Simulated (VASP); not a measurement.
Calculation: PBEsol GGA, VASP's PBE PAW potentials (set 64) (plane waves; VASP).

A VASP calculation is set up with these files.

**KPOINTS**
```
Regular mesh
0
G
  5 3 1
0 0 0
```

**INCAR**
```
# general
SYSTEM   =  BaS(110) slab
PREC     =  Normal
ENCUT    =  400
LREAL    =  .FALSE.
LASPH    =  .TRUE.

# electronic loop
EDIFF    =  1E-6
NELM     =  100
NELMIN   =  4
ALGO     =  Normal
LMAXMIX  =  4

# smearing
ISMEAR   =  0
SIGMA    =  0.05

# functional
GGA      =  PS

# output
LWAVE    =  .FALSE.
LCHARG   =  .FALSE.
LORBIT   =  11
LVHAR    =  .TRUE.

# other
LDIPOL   =  .TRUE.
IDIPOL   =  3
DIPOL    =  0.5 0.5 0.5
```

POSCAR:
```
BaS(110) slab
4.498650
  0.9999998943   0.0000000000   0.0000000000
  0.0000000000   1.4142135167   0.0000000000
  0.0000000000   0.0000000000   5.3197500490
Ba S
4 4
Cartesian
  0.0000000000   0.0000000000   1.9372227205
  0.4999999471   0.7071067583   2.3929678362
  0.0000000000   0.0000000000   2.9267822128
  0.4999999471   0.7071067583   3.3825273284
  0.4999999471   0.0000000000   2.3806092099
  0.0000000000   0.7071067583   1.9442284920
  0.4999999471   0.0000000000   3.3755215570
  0.0000000000   0.7071067583   2.9391408390
```

POTCAR, in this order: Ba_sv S (PBE.64 set). Program: vasp_std. Read from the step before: WAVECAR.

### Question
What will the output report for the number of irreducible k-points (NKPTS), largest plane-wave count, number of space-group operations, FFT grid (NGX, NGY, NGZ)?

### Answer

```
Property                                       Result
--------------------------------------  -------------
number of irreducible k-points (NKPTS)              6
largest plane-wave count                        12473
number of space-group operations                    8
FFT grid (NGX, NGY, NGZ)                24 × 32 × 120
```

The cell is a thin slab with vacuum, built from BaS (rock salt): (110) face.
